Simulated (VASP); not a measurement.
Crystal: InPd.

```
In Pd
1.0
     3.27188    0.00000    0.00000
     0.00000    3.27188    0.00000
     0.00000    0.00000    3.27188
In Pd
1 1
Direct
  0.00000 0.00000 0.00000
  0.50000 0.50000 0.50000
```

The cell comes from a database or a generator and needn't be the stable form of this composition.

| Item | Value |
| --- | --- |
| Program | VASP 6.6.1 |
| Task | relaxation of cell and atoms |
| Functional | PBE |
| Potentials or basis | VASP PAW PBE potentials, release 64 (In_d, Pd) |
| Cutoff | 600 eV |
| k mesh | 18 × 18 × 18 |
| Occupations | gaussian, width 0.1 eV |
| Spin | no spin polarisation |

At the start: pressure 3.9 GPa; volume 17.51 Å³/atom.

**Question.** How do energy, volume and symmetry change on relaxing?

**Answer.** Over 3 steps the energy falls by 6.3 meV/atom and the volume is 18.07 Å³/atom (+3.2 %); space group Pm-3m (No. 221, to 0.05 Å).

The path:
```
step  energy change (eV)  largest force (eV/Å)  pressure (GPa)  volume (Å³)
   1              0.0000                0.0000            3.90        35.03
   2             -0.0020                0.0000           -3.03        37.23
   3             -0.0126                0.0000            0.02        36.13
```

Final structure:
```cif
data_structure
_symmetry_space_group_name_H-M 'P 1'
_symmetry_Int_Tables_number 1
_cell_length_a 3.3060
_cell_length_b 3.3060
_cell_length_c 3.3060
_cell_angle_alpha 90.000
_cell_angle_beta 90.000
_cell_angle_gamma 90.000
_cell_volume 36.13
loop_
_atom_site_label
_atom_site_type_symbol
_atom_site_fract_x
_atom_site_fract_y
_atom_site_fract_z
_atom_site_occupancy
In1 In 0.00000 0.00000 0.00000 1
Pd1 Pd 0.50000 0.50000 0.50000 1
```
